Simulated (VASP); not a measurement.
Here is the system:

```yaml
crystal:
  lattice:
    - [5.12800, 2.55790, 2.55790]
    - [2.55790, 5.12800, 2.55790]
    - [2.55790, 2.55790, 5.12800]
  atoms:
    - { symbol: Mn, position: [0.00000, 0.00000, 0.00000], spin: 4.1 }
    - { symbol: Mn, position: [0.50000, 0.50000, 0.50000], spin: -4.1 }
    - { symbol: S, position: [0.25000, 0.25000, 0.25000] }
    - { symbol: S, position: [0.75000, 0.75000, 0.75000] }
```

All values below come from PBE GGA, VASP's PBE PAW potentials (set 64) (plane waves; VASP). Run with 520 eV cut-off, Gaussian smearing of 0.050 eV, potentials Mn_pv S.

**Question.** Predict the cell moment, band gap (along the path) with the smallest direct gap where there is one.

**Answer.** 
The band gap (along the path) is 0.71 eV and the smallest direct gap (along the path) is 1.10 eV. The cell moment is 0.00 μB.

The compound is MnS in the rock salt, AFM-II order structure. It was relaxed first.
